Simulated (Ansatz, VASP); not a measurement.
**Tl2Te in two plane-wave programs**

One calculation is typed for both programs; each brings its own data sets. How far apart do they land? The cell is generated by rule, not measured, and may not be a known phase. The cell is taken from a series of runs on this material, whose earlier steps may have relaxed, scaled, displaced or heated it; both programs get it as it stands.

Program: Ansatz 0.2.0. Level of theory: plane waves, with VASP 6.6.1 beside it; zone-centre phonons at PBEsol. Results are calculated unless marked as measured.

The structure was built from a prototype and need not be the compound's stable phase.

**1. Starting point**

Symmetry: Pn-3m, No. 224, cubic system. Conventional cell: a = 7.300 Å, b = 7.300 Å, c = 7.300 Å, α = 90.00°, β = 90.00°, γ = 90.00°. Nearest to Te lie 4 Tl at 3.16 Å. Nearest to Tl lie 2 Te at 3.16 Å. Farther neighbours and most contacts between anions are not listed.

**2. VASP: zone-centre phonons, PBEsol**

Second derivatives magnify differences that forces hide, and they need a tight electronic threshold.

Lines of VASP's logs that name or quote its potential files are left out, and so is its time.

Input file INCAR:

```
SYSTEM = Tl2Te
PREC = Accurate
ENCUT = 500
EDIFF = 1E-08
NELM = 120
ISMEAR = 0
SIGMA = 0.01
LREAL = .FALSE.
ALGO = Normal
GGA = PS
NBANDS = 39
LORBIT = 11
LWAVE = .FALSE.
LCHARG = .FALSE.
ISIF = 2
IBRION = 8
LASPH = .TRUE.
GGA_COMPAT = .FALSE.
KPAR = 2
```

Input file POSCAR:

```
Tl2Te
1.0
    7.2996465413      0.0000000000      0.0000000000
    0.0000000000      7.2996465413      0.0000000000
    0.0000000000      0.0000000000      7.2996465413
Te Tl
2 4
Direct
    0.0000000000      0.0000000000      0.0000000000
    0.5000000000      0.5000000000      0.5000000000
    0.2500000000      0.2500000000      0.2500000000
    0.7500000000      0.7500000000      0.2500000000
    0.7500000000      0.2500000000      0.7500000000
    0.2500000000      0.7500000000      0.7500000000
```

Input file KPOINTS:

```
Automatic mesh
0
Gamma
4 4 4
0 0 0
```

Potentials, in the order of the species: Te and Tl_d (PBE family, release 64).

On the command line:

```bash
mpirun -np 2 vasp_std
```

Numbers of over 12 decimals in the logs are rounded to 6 here.

What it wrote:

```text
[banner, memory and clock lines left out]
running    2 mpi-ranks, on    1 nodes
 distrk:  each k-point on    1 cores,    2 groups
 distr:  one band on    1 cores,    1 groups

 POSCAR found type information on POSCAR TeTl
 POSCAR found :  2 types and       6 ions
|                                                                             |
|               ----> ADVICE to this user running VASP <----                  |
|                                                                             |
|     You enforced a specific xc type in the INCAR file but a different       |
|     [... a line on the potential file left out ...]
|     I HOPE YOU KNOW WHAT YOU ARE DOING!                                     |
|                                                                             |

 LDA part: xc-table for (Slater+PW92), standard interpolation
 POSCAR, INCAR and KPOINTS ok, starting setup
 FFT: planning ... GRIDC
 FFT: planning ... GRID_SOFT
 FFT: planning ... GRID
 WAVECAR not read
 entering main loop
       N       E                     dE             d eps       ncg     rms          rms(c)
DAV:   1     0.347128595910E+03    0.34713E+03   -0.26772E+04   780   0.128E+03
DAV:   2     0.373710064717E+01   -0.34339E+03   -0.33085E+03   858   0.270E+02
DAV:   3    -0.166597381546E+02   -0.20397E+02   -0.19785E+02   943   0.505E+01
DAV:   4    -0.170759356002E+02   -0.41620E+00   -0.41598E+00   938   0.685E+00
DAV:   5    -0.170870553027E+02   -0.11120E-01   -0.11118E-01  1036   0.115E+00    0.719E+00
DAV:   6    -0.153786721184E+02    0.17084E+01   -0.27859E+00   840   0.588E+00    0.520E+00
DAV:   7    -0.152518209026E+02    0.12685E+00   -0.15334E+00   864   0.335E+00    0.172E+00
DAV:   8    -0.152516864139E+02    0.13449E-03   -0.31840E-01   824   0.181E+00    0.135E+00
DAV:   9    -0.154103200790E+02   -0.15863E+00   -0.69188E-01   811   0.282E+00    0.208E+00
DAV:  10    -0.152390959709E+02    0.17122E+00   -0.38873E-01   804   0.198E+00    0.168E-01
DAV:  11    -0.152460859731E+02   -0.69900E-02   -0.43602E-02   815   0.502E-01    0.480E-01
DAV:  12    -0.152454821670E+02    0.60381E-03   -0.12800E-03   900   0.119E-01    0.464E-01
DAV:  13    -0.152457177549E+02   -0.23559E-03   -0.50363E-03   811   0.190E-01    0.162E-01
DAV:  14    -0.152458196291E+02   -0.10187E-03   -0.11271E-03   780   0.103E-01    0.234E-01
DAV:  15    -0.152457572310E+02    0.62398E-04   -0.12955E-04   872   0.348E-02    0.143E-01
DAV:  16    -0.152457625815E+02   -0.53505E-05   -0.21617E-05   844   0.121E-02    0.439E-02
DAV:  17    -0.152457599445E+02    0.26370E-05   -0.61841E-05   953   0.231E-02    0.408E-02
DAV:  18    -0.152457599631E+02   -0.18527E-07   -0.67810E-06   808   0.803E-03    0.341E-02
DAV:  19    -0.152457585829E+02    0.13802E-05   -0.17688E-06   844   0.478E-03    0.116E-02
DAV:  20    -0.152457581963E+02    0.38659E-06   -0.92962E-07   896   0.251E-03    0.254E-03
DAV:  21    -0.152457581570E+02    0.39295E-07   -0.18302E-07   747   0.120E-03    0.145E-03
DAV:  22    -0.152457581378E+02    0.19155E-07   -0.29824E-08   627   0.521E-04    0.601E-04
DAV:  23    -0.152457581449E+02   -0.70959E-08   -0.37618E-09   418   0.219E-04
   1 F= -.15245758E+02 E0= -.15245758E+02  d E =-.471690E-12
 Linear response reoptimize wavefunctions to high precision
DAV:   1    -0.152457581418E+02    0.31341E-08   -0.77085E-10   453   0.149E-04
DAV:   2    -0.152457581419E+02   -0.10914E-09   -0.16614E-10   425   0.538E-05
DAV:   3    -0.152457581418E+02    0.43656E-10   -0.46355E-11   411   0.278E-05
 Linear response DOF=           2
 Linear response progress:
  Degree of freedom:   1/  2
       N       E                     dE             d eps       ncg     rms          rms(c)
RMM:   1    -0.552156512575E-01   -0.55216E-01    0.72741E-02  3884   0.526E-01
RMM:   2    -0.547749550173E-01    0.44070E-03   -0.28464E-03  2533   0.128E-01    0.787E-02
RMM:   3    -0.549064535003E-01   -0.13150E-03   -0.29451E-04  2613   0.391E-02    0.479E-02
RMM:   4    -0.550697886437E-01   -0.16334E-03   -0.12523E-04  2651   0.240E-02    0.103E-02
RMM:   5    -0.550977926303E-01   -0.28004E-04   -0.13323E-05  2704   0.740E-03    0.528E-03
RMM:   6    -0.551075378910E-01   -0.97453E-05   -0.44519E-06  2603   0.470E-03    0.965E-04
RMM:   7    -0.551126088431E-01   -0.50710E-05   -0.65554E-07  2731   0.118E-03    0.677E-04
RMM:   8    -0.551151634678E-01   -0.25546E-05   -0.22961E-07  2612   0.983E-04    0.231E-04
RMM:   9    -0.551150272526E-01    0.13622E-06   -0.24497E-07  2507   0.300E-04    0.103E-04
RMM:  10    -0.551154769576E-01   -0.44971E-06   -0.21680E-07  2729   0.120E-04    0.352E-05
RMM:  11    -0.551154196941E-01    0.57263E-07    0.47992E-08  2725   0.592E-05    0.146E-05
RMM:  12    -0.551154190164E-01    0.67769E-09    0.59732E-08  2673   0.245E-05    0.764E-06
 first order change of Fermi-energy   0.10891E+00
 force on displaced ion       1 direction 1 :  -0.737   0.000   0.000
 Linear response progress:
  Degree of freedom:   2/  2
       N       E                     dE             d eps       ncg     rms          rms(c)
RMM:   1    -0.346500286261E+00   -0.34650E+00   -0.24624E-01  3042   0.275E+00
RMM:   2    -0.347667788719E+00   -0.11675E-02   -0.41347E-03  2851   0.357E-01    0.564E-02
RMM:   3    -0.347653526313E+00    0.14262E-04   -0.23848E-04  3030   0.645E-02    0.337E-02
RMM:   4    -0.347632824584E+00    0.20702E-04   -0.42595E-05  3138   0.229E-02    0.150E-02
RMM:   5    -0.347635430321E+00   -0.26057E-05   -0.37910E-06  3152   0.641E-03    0.267E-03
RMM:   6    -0.347640538649E+00   -0.51083E-05   -0.32795E-07  3208   0.180E-03    0.109E-03
RMM:   7    -0.347645369741E+00   -0.48311E-05   -0.12655E-07  3120   0.113E-03    0.508E-04
RMM:   8    -0.347648117487E+00   -0.27477E-05   -0.92503E-08  3119   0.575E-04    0.140E-04
RMM:   9    -0.347649501182E+00   -0.13837E-05   -0.56317E-08  3086   0.382E-04    0.130E-04
RMM:  10    -0.347649614777E+00   -0.11360E-06   -0.10454E-08  3229   0.130E-04    0.299E-05
RMM:  11    -0.347649688203E+00   -0.73426E-07   -0.17631E-08  3300   0.344E-05    0.132E-05
RMM:  12    -0.347649761879E+00   -0.73676E-07   -0.35058E-09  3222   0.289E-05    0.119E-05
RMM:  13    -0.347649755123E+00    0.67556E-08    0.24012E-10  3222   0.129E-05    0.333E-06
 first order change of Fermi-energy   0.38545E-01
 force on displaced ion       3 direction 1 :  -0.112  -0.640  -0.640
 Linear response finished
```

OUTCAR, selected parts (step 2):

```text
ion  position               nearest neighbor table
   1  0.000  0.000  0.000-   3 3.16   4 3.16   5 3.16   6 3.16
   2  0.500  0.500  0.500-   3 3.16   4 3.16   5 3.16   6 3.16
   3  0.250  0.250  0.250-   1 3.16   2 3.16
   4  0.750  0.750  0.250-   1 3.16   2 3.16
   5  0.750  0.250  0.750-   1 3.16   2 3.16
   6  0.250  0.750  0.750-   1 3.16   2 3.16

  LATTYP: Found a simple cubic cell.
 ALAT       =     7.2996465413

 Subroutine GETGRP returns: Found 48 space group operations
 (whereof 24 operations were pure point group operations)

The static configuration has the point symmetry T_d .
 The point group associated with its full space group is O_h .

 Found     10 irreducible k-points:

   k-points           NKPTS =     10   k-points in BZ     NKDIM =     10   number of bands    NBANDS=     39

   dimension x,y,z NGX =    54 NGY =   54 NGZ =   54
   dimension x,y,z NGXF=   108 NGYF=  108 NGZF=  108

   ENCUT  =  500.0 eV  36.75 Ry    6.06 a.u.  13.31 13.31 13.31*2*pi/ulx,y,z

   NELECT =      64.0000    total number of electrons

 k-points in reciprocal lattice and weights: Automatic mesh
   0.00000000  0.00000000  0.00000000       0.016
   0.25000000  0.00000000  0.00000000       0.094
   0.50000000  0.00000000  0.00000000       0.047
   0.25000000  0.25000000  0.00000000       0.188
   0.50000000  0.25000000  0.00000000       0.188
   0.50000000  0.50000000  0.00000000       0.047
   0.25000000  0.25000000  0.25000000       0.125
   0.50000000  0.25000000  0.25000000       0.188
   0.50000000  0.50000000  0.25000000       0.094
   0.50000000  0.50000000  0.50000000       0.016

 average (electrostatic) potential at core
       1 -92.2645       2 -92.2645       3 -88.5436       4 -88.5436       5 -88.5436
       6 -88.5436

  Total       -0.0661916     -0.0661916     -0.0661916      0.0000000      0.0000000     -0.0000000
  in kB       -0.2726516     -0.2726516     -0.2726516      0.0000000      0.0000000     -0.0000000
  external PRESSURE =      -0.2726516 kB  Pullay stress =       0.0000000 kB

  energy-cutoff  :      500.00
  volume of cell :      388.96
      direct lattice vectors                 reciprocal lattice vectors
     7.299646541  0.000000000  0.000000000     0.136992934  0.000000000  0.000000000
     0.000000000  7.299646541  0.000000000     0.000000000  0.136992934  0.000000000
     0.000000000  0.000000000  7.299646541     0.000000000  0.000000000  0.136992934

 POSITION                                       TOTAL-FORCE (eV/Angst)
 -----------------------------------------------------------------------------------
      0.00000      0.00000      0.00000         0.000000      0.000000      0.000000
      3.64982      3.64982      3.64982         0.000000      0.000000      0.000000
      1.82491      1.82491      1.82491         0.000000      0.000000      0.000000
      5.47473      5.47473      1.82491        -0.000000      0.000000      0.000000
      5.47473      1.82491      5.47473        -0.000000     -0.000000     -0.000000
      1.82491      5.47473      5.47473         0.000000     -0.000000     -0.000000
 -----------------------------------------------------------------------------------
    total drift:                                0.000000      0.000000     -0.000000

 Eigenvectors and eigenvalues of the dynamical matrix
 ----------------------------------------------------

   1 f  =    2.265787 THz    14.236357 2PiTHz   75.578506 cm-1     9.370536 meV
             X         Y         Z           dx          dy          dz
      0.000000  0.000000  0.000000    -0.000000   -0.000000   -0.000000
      3.649823  3.649823  3.649823    -0.000000    0.000000   -0.000000
      1.824912  1.824912  1.824912     0.288675    0.288675    0.288675
      5.474735  5.474735  1.824912    -0.288675   -0.288675    0.288675
      5.474735  1.824912  5.474735    -0.288675    0.288675   -0.288675
      1.824912  5.474735  5.474735     0.288675   -0.288675   -0.288675

   2 f  =    2.164007 THz    13.596855 2PiTHz   72.183491 cm-1     8.949608 meV
             X         Y         Z           dx          dy          dz
      0.000000  0.000000  0.000000    -0.081510   -0.700241    0.054937
      3.649823  3.649823  3.649823     0.081510    0.700241   -0.054937
      1.824912  1.824912  1.824912    -0.000000   -0.000000   -0.000000
      5.474735  5.474735  1.824912    -0.000000    0.000000   -0.000000
      5.474735  1.824912  5.474735    -0.000000    0.000000    0.000000
      1.824912  5.474735  5.474735    -0.000000   -0.000000    0.000000

   3 f  =    2.164007 THz    13.596855 2PiTHz   72.183491 cm-1     8.949608 meV
             X         Y         Z           dx          dy          dz
      0.000000  0.000000  0.000000    -0.666269    0.094589    0.217114
      3.649823  3.649823  3.649823     0.666269   -0.094589   -0.217114
      1.824912  1.824912  1.824912    -0.000000   -0.000000   -0.000000
      5.474735  5.474735  1.824912    -0.000000    0.000000    0.000000
      5.474735  1.824912  5.474735    -0.000000    0.000000   -0.000000
      1.824912  5.474735  5.474735    -0.000000   -0.000000    0.000000

   4 f  =    2.164007 THz    13.596855 2PiTHz   72.183491 cm-1     8.949608 meV
             X         Y         Z           dx          dy          dz
      0.000000  0.000000  0.000000    -0.222355   -0.026737   -0.670704
      3.649823  3.649823  3.649823     0.222355    0.026737    0.670704
      1.824912  1.824912  1.824912    -0.000000   -0.000000    0.000000
      5.474735  5.474735  1.824912    -0.000000   -0.000000    0.000000
      5.474735  1.824912  5.474735    -0.000000    0.000000   -0.000000
      1.824912  5.474735  5.474735     0.000000   -0.000000   -0.000000

   5 f  =    0.839070 THz     5.272034 2PiTHz   27.988371 cm-1     3.470114 meV
             X         Y         Z           dx          dy          dz
      0.000000  0.000000  0.000000     0.077477    0.090029   -0.099472
      3.649823  3.649823  3.649823     0.077477    0.090029   -0.099472
      1.824912  1.824912  1.824912    -0.008942    0.013967   -0.331899
      5.474735  5.474735  1.824912    -0.448594   -0.425685    0.408449
      5.474735  1.824912  5.474735     0.388970   -0.083249    0.066014
      1.824912  5.474735  5.474735    -0.050681    0.356402    0.010536

   6 f  =    0.839070 THz     5.272034 2PiTHz   27.988371 cm-1     3.470114 meV
             X         Y         Z           dx          dy          dz
      0.000000  0.000000  0.000000    -0.090777   -0.049403   -0.115418
      3.649823  3.649823  3.649823    -0.090777   -0.049403   -0.115418
      1.824912  1.824912  1.824912     0.399172    0.474685    0.354199
      5.474735  5.474735  1.824912    -0.110957   -0.035444   -0.265378
      5.474735  1.824912  5.474735     0.180816   -0.436666    0.135844
      1.824912  5.474735  5.474735    -0.329313    0.073463   -0.047022

   7 f  =    0.839070 THz     5.272034 2PiTHz   27.988371 cm-1     3.470114 meV
             X         Y         Z           dx          dy          dz
      0.000000  0.000000  0.000000     0.098789   -0.116003   -0.028045
      3.649823  3.649823  3.649823     0.098789   -0.116003   -0.028045
      1.824912  1.824912  1.824912     0.280322   -0.111704    0.048832
      5.474735  5.474735  1.824912     0.156368   -0.235658   -0.027249
      5.474735  1.824912  5.474735    -0.232392    0.200975   -0.463883
      1.824912  5.474735  5.474735    -0.356347    0.324930    0.485465

   8 f  =    0.004494 THz     0.028236 2PiTHz    0.149901 cm-1     0.018585 meV
             X         Y         Z           dx          dy          dz
      0.000000  0.000000  0.000000    -0.003254    0.140358    0.316582
      3.649823  3.649823  3.649823    -0.003254    0.140358    0.316582
      1.824912  1.824912  1.824912    -0.002478    0.177785    0.398981
      5.474735  5.474735  1.824912    -0.004721    0.175541    0.398010
      5.474735  1.824912  5.474735    -0.003472    0.175564    0.397987
      1.824912  5.474735  5.474735    -0.005715    0.177808    0.399004

   9 f  =    0.004494 THz     0.028236 2PiTHz    0.149901 cm-1     0.018585 meV
             X         Y         Z           dx          dy          dz
      0.000000  0.000000  0.000000     0.011256   -0.316386    0.140387
      3.649823  3.649823  3.649823     0.011256   -0.316386    0.140387
      1.824912  1.824912  1.824912     0.013545   -0.397711    0.175630
      5.474735  5.474735  1.824912     0.012550   -0.398706    0.177792
      5.474735  1.824912  5.474735     0.015787   -0.398786    0.177872
      1.824912  5.474735  5.474735     0.014792   -0.397791    0.175550

  10 f  =    0.004494 THz     0.028236 2PiTHz    0.149901 cm-1     0.018585 meV
             X         Y         Z           dx          dy          dz
      0.000000  0.000000  0.000000    -0.346119   -0.011609    0.001589
      3.649823  3.649823  3.649823    -0.346119   -0.011609    0.001589
      1.824912  1.824912  1.824912    -0.435709   -0.015833    0.000732
      5.474735  5.474735  1.824912    -0.435721   -0.015844    0.003267
      5.474735  1.824912  5.474735    -0.435627   -0.013392    0.000815
      1.824912  5.474735  5.474735    -0.435638   -0.013381    0.003185

  11 f/i=    0.515547 THz     3.239277 2PiTHz   17.196793 cm-1     2.132130 meV
             X         Y         Z           dx          dy          dz
      0.000000  0.000000  0.000000     0.000000   -0.000000    0.000000
      3.649823  3.649823  3.649823     0.000000   -0.000000    0.000000
      1.824912  1.824912  1.824912     0.151574   -0.404069    0.252495
      5.474735  5.474735  1.824912    -0.151574    0.404069    0.252495
      5.474735  1.824912  5.474735    -0.151574   -0.404069   -0.252495
      1.824912  5.474735  5.474735     0.151574    0.404069   -0.252495

  12 f/i=    0.515547 THz     3.239277 2PiTHz   17.196793 cm-1     2.132130 meV
             X         Y         Z           dx          dy          dz
      0.000000  0.000000  0.000000     0.000000   -0.000000   -0.000000
      3.649823  3.649823  3.649823     0.000000   -0.000000   -0.000000
      1.824912  1.824912  1.824912     0.379067   -0.058267   -0.320800
      5.474735  5.474735  1.824912    -0.379067    0.058267   -0.320800
      5.474735  1.824912  5.474735    -0.379067   -0.058267    0.320800
      1.824912  5.474735  5.474735     0.379067    0.058267    0.320800

  13 f/i=    0.951484 THz     5.978349 2PiTHz   31.738085 cm-1     3.935019 meV
             X         Y         Z           dx          dy          dz
      0.000000  0.000000  0.000000    -0.000000   -0.000000   -0.000000
      3.649823  3.649823  3.649823     0.000000   -0.000000   -0.000000
      1.824912  1.824912  1.824912     0.418516   -0.106021   -0.312495
      5.474735  5.474735  1.824912    -0.132229    0.444724    0.312495
      5.474735  1.824912  5.474735     0.132229    0.106021   -0.026207
      1.824912  5.474735  5.474735    -0.418516   -0.444724    0.026207
    [... 43 further lines ...]
      5.474735  1.824912  5.474735     0.200077    0.247988    0.027504
      1.824912  5.474735  5.474735     0.199039    0.249026   -0.030302

 ELASTIC MODULI CONTR FROM IONIC RELAXATION (kBar)
 Direction    XX          YY          ZZ          XY          YZ          ZX
 --------------------------------------------------------------------------------
 XX          -0.0000     -0.0000     -0.0000      0.0000     -0.0000      0.0000
 YY          -0.0000     -0.0000     -0.0000      0.0000      0.0000     -0.0000
 ZZ          -0.0000     -0.0000     -0.0000      0.0000      0.0000      0.0000
 XY           0.0000      0.0000      0.0000    -64.6429     -0.0000     -0.0000
 YZ          -0.0000      0.0000      0.0000     -0.0000    -64.6429      0.0000
 ZX           0.0000     -0.0000      0.0000     -0.0000      0.0000    -64.6429
 --------------------------------------------------------------------------------
```

(Part 1 of 2 ends here.)

[Lines on the potential files, build, host, timing and source positions are cut from VASP's logs without a mark.]

[Logs are printed without paths, hosts, clocks, repeated set-up lines and the standing remarks that a program may print on its own settings, such as how far it seeks lower states.]

[Hosts, paths, dates, database ids (printed as entryN), source tags and the programs' standing remarks are cut or masked in the printed files.]
